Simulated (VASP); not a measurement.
Given:

```
CELL_PARAMETERS angstrom
      1.37464    -2.38094     0.00000
      1.37464     2.38094     0.00000
      0.00000     0.00000     4.44801
ATOMIC_POSITIONS crystal
  Re 0.33333 0.66667 0.25000
  Re 0.66667 0.33333 0.75000
```

Level of theory: PBEsol GGA, VASP's PBE PAW potentials (set 64) (plane waves; VASP 6.6.1). Run with 480 eV cut-off, 14×14×8 Γ-centred mesh, first-order Methfessel-Paxton smearing of 0.10 eV, potentials Re.

Energy and stress use the plane-wave basis of the starting cell.

The ions, cell shape and volume at an external pressure of 20.0 GPa are relaxed. What does this cell relax into?

```
CELL_PARAMETERS angstrom
      1.35417    -2.34550     0.00000
      1.35417     2.34550     0.00000
      0.00000     0.00000     4.38197
ATOMIC_POSITIONS crystal
  Re 0.33333 0.66667 0.25000
  Re 0.66667 0.33333 0.75000
```
Space group P6_3/mmc (194), at a tolerance of 0.03 Å.

How do energy and volume change from the first to the last step?

The energy (σ→0) changes by +37.4 meV/atom and the volume by -4.4 %, in 5 ionic steps.

The compound is Re in the hcp structure. This run relaxes it under an external pressure of 20 GPa. Symmetry was kept, so distortions that lower it aren't found.
